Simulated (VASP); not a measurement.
Calculation: PBE GGA, VASP's PBE PAW potentials (set 64) (plane waves; VASP 6.6.1).

VASP input:

KPOINTS:
```
K-points
0
Gamma
6 6 4
0 0 0
```

**POSCAR**
```
HfO2
1
    3.5841685640     0.0000000000     0.0000000000
    0.0000000000     3.5841685640     0.0000000000
    0.0000000000     0.0000000000     5.2286123592
Hf O
2 4
Direct
  0.0000000000   1.0000000000   0.0000000000
  0.5000000000   0.5000000000   0.5000000000
  0.0000000000   0.5000000000   0.1962986184
  0.0000000000   0.5000000000   0.6962986184
  0.5000000000   0.0000000000   0.3037013816
  0.5000000000   0.0000000000   0.8037013816
```

### INCAR
```
# general
SYSTEM   =  HfO2
PREC     =  Accurate
ENCUT    =  500
LREAL    =  .False.
LASPH    =  .True.

# electronic loop
EDIFF    =  1E-6
NELM     =  100
ALGO     =  Normal
LMAXMIX  =  6

# smearing
ISMEAR   =  0
SIGMA    =  0.05

# functional
GGA      =  PE

# ions
IBRION   =  2
NSW      =  60
ISIF     =  3
EDIFFG   =  -0.02

# output
LWAVE    =  .False.
LCHARG   =  .False.
```

POTCAR, in this order: Hf_pv O (PBE.64 set). Program: vasp_std.

The resulting files:

OSZICAR:
```
       N       E                     dE             d eps       ncg     rms          rms(c)
DAV:   1     0.261670827501E+03    0.26167E+03   -0.25054E+04  1568   0.163E+03
DAV:   2    -0.590109641230E+02   -0.32068E+03   -0.31413E+03  2032   0.393E+02
DAV:   3    -0.717338547737E+02   -0.12723E+02   -0.12701E+02  1878   0.768E+01
DAV:   4    -0.718550124417E+02   -0.12116E+00   -0.12108E+00  2096   0.821E+00
DAV:   5    -0.718562271996E+02   -0.12148E-02   -0.12144E-02  1986   0.739E-01    0.740E+01
DAV:   6    -0.609018044016E+02    0.10954E+02   -0.64149E+01  1742   0.452E+01    0.616E+01
DAV:   7    -0.607337535745E+02    0.16805E+00   -0.25218E+00  2040   0.115E+01    0.360E+01
DAV:   8    -0.607169899490E+02    0.16764E-01   -0.25924E-01  1754   0.429E+00    0.569E+00
DAV:   9    -0.607022066348E+02    0.14783E-01   -0.68120E-02  1812   0.187E+00    0.246E+00
DAV:  10    -0.607017133279E+02    0.49331E-03   -0.83013E-03  1988   0.612E-01    0.237E-01
DAV:  11    -0.607017437361E+02   -0.30408E-04   -0.51568E-04  1938   0.158E-01    0.150E-01
DAV:  12    -0.607017803761E+02   -0.36640E-04   -0.51643E-05  1912   0.456E-02    0.117E-01
DAV:  13    -0.607017831124E+02   -0.27364E-05   -0.32004E-06  1746   0.113E-02    0.262E-03
DAV:  14    -0.607017834815E+02   -0.36910E-06   -0.26038E-07   962   0.377E-03
   1 F= -.60701783E+02 E0= -.60701783E+02  d E =-.607018E+02
       N       E                     dE             d eps       ncg     rms          rms(c)
DAV:   1    -0.607034597032E+02   -0.16766E-02   -0.14860E-01  1568   0.297E+00    0.569E-01
DAV:   2    -0.607025291861E+02    0.93052E-03   -0.39047E-03  1986   0.420E-01    0.190E-01
DAV:   3    -0.607022674903E+02    0.26170E-03   -0.16695E-04  1782   0.102E-01    0.983E-02
DAV:   4    -0.607021824999E+02    0.84990E-04   -0.15968E-04  1792   0.945E-02    0.543E-02
DAV:   5    -0.607021805777E+02    0.19221E-05   -0.17486E-05  1808   0.262E-02    0.906E-03
DAV:   6    -0.607021802215E+02    0.35621E-06   -0.43440E-06  1550   0.123E-02
   2 F= -.60702180E+02 E0= -.60702180E+02  d E =-.396740E-03
       N       E                     dE             d eps       ncg     rms          rms(c)
DAV:   1    -0.607022889002E+02   -0.10832E-03   -0.80771E-03  1564   0.692E-01    0.132E-01
DAV:   2    -0.607022381565E+02    0.50744E-04   -0.21250E-04  1990   0.979E-02    0.438E-02
DAV:   3    -0.607022239358E+02    0.14221E-04   -0.89272E-06  1770   0.236E-02    0.227E-02
DAV:   4    -0.607022196804E+02    0.42554E-05   -0.85409E-06  1794   0.219E-02    0.125E-02
DAV:   5    -0.607022202167E+02   -0.53626E-06   -0.89618E-07   872   0.623E-03
   3 F= -.60702220E+02 E0= -.60702220E+02  d E =-.436735E-03
       N       E                     dE             d eps       ncg     rms          rms(c)
DAV:   1    -0.607025385014E+02   -0.31882E-03   -0.57438E-02  1560   0.172E+00    0.403E-01
DAV:   2    -0.607023497476E+02    0.18875E-03   -0.21581E-03  1752   0.298E-01    0.139E-01
DAV:   3    -0.607023021274E+02    0.47620E-04   -0.74624E-05  1838   0.656E-02    0.685E-02
DAV:   4    -0.607022937510E+02    0.83763E-05   -0.39283E-05  1724   0.444E-02    0.388E-02
DAV:   5    -0.607022940522E+02   -0.30119E-06   -0.20497E-06  1276   0.102E-02
   4 F= -.60702294E+02 E0= -.60702294E+02  d E =-.738356E-04
       N       E                     dE             d eps       ncg     rms          rms(c)
DAV:   1    -0.607023359413E+02   -0.42190E-04   -0.40597E-03  1564   0.454E-01    0.134E-01
DAV:   2    -0.607023120367E+02    0.23905E-04   -0.18293E-04  1706   0.853E-02    0.489E-02
DAV:   3    -0.607023074428E+02    0.45940E-05   -0.70800E-06  1758   0.204E-02    0.229E-02
DAV:   4    -0.607023064800E+02    0.96279E-06   -0.32204E-06  1398   0.128E-02
   5 F= -.60702306E+02 E0= -.60702306E+02  d E =-.862633E-04
```

### OUTCAR
```
------------------------ aborting loop because EDIFF is reached ----------------------------------------
  FORCE on cell =-STRESS in cart. coord.  units (eV):
  Direction    XX          YY          ZZ          XY          YZ          ZX
  --------------------------------------------------------------------------------------
  Total        0.0150195      0.0150195      0.0900519      0.0000000      0.0000000      0.0000000
  in kB        0.3580520      0.3580520      2.1467562      0.0000000      0.0000000      0.0000000
  external PRESSURE =       0.9542867 kB  Pullay stress =       0.0000000 kB
  volume of cell :       67.21
      direct lattice vectors                 reciprocal lattice vectors
     3.588183049  0.000000000 -0.000000000     0.278692582  0.000000000  0.000000000
     0.000000000  3.588183049  0.000000000     0.000000000  0.278692582  0.000000000
    -0.000000000  0.000000000  5.220013453     0.000000000  0.000000000  0.191570388
 POSITION                                       TOTAL-FORCE (eV/Angst)
 -----------------------------------------------------------------------------------
      0.00000      0.00000     -0.00000         0.000000      0.000000      0.000000
      1.79409      1.79409      2.61001         0.000000      0.000000      0.000000
     -0.00000      1.79409      1.02243         0.000000      0.000000     -0.013414
     -0.00000      1.79409      3.63244         0.000000      0.000000     -0.013414
      1.79409      0.00000      1.58757        -0.000000      0.000000      0.013414
      1.79409      0.00000      4.19758        -0.000000      0.000000      0.013414
 -----------------------------------------------------------------------------------
    total drift:                                0.000000      0.000000      0.000000
  FREE ENERGIE OF THE ION-ELECTRON SYSTEM (eV)
  ---------------------------------------------------
  free  energy   TOTEN  =       -60.7023064800 eV

  energy  without entropy=      -60.7023064800  energy(sigma->0) =      -60.70230648

 reached required accuracy - stopping structural energy minimisation
```
(Selected blocks of OUTCAR.)

File CONTCAR:
```
HfO2
   1.00000000000000
     3.5881830485492499    0.0000000000000000   -0.0000000000000000
     0.0000000000000000    3.5881830485492499    0.0000000000000000
    -0.0000000000000000    0.0000000000000000    5.2200134528034470
  Hf              O
     2     4
Direct
     0.0000000000000000    0.0000000000000000    0.0000000000000000
     0.5000000000000000    0.5000000000000000    0.5000000000000000
     0.0000000000000000    0.5000000000000000    0.1958681316929239
     0.0000000000000000    0.5000000000000000    0.6958681316929238
     0.5000000000000000    0.0000000000000000    0.3041318683070762
     0.5000000000000000    0.0000000000000000    0.8041318683070762
```

The structure was generated: HfO2 was put into the tetragonal-ZrO2 type (P4_2/nmc), which need not be its known phase. This run relaxes it. Symmetry was kept, so distortions that lower it aren't found. The start is the result of an earlier pass.
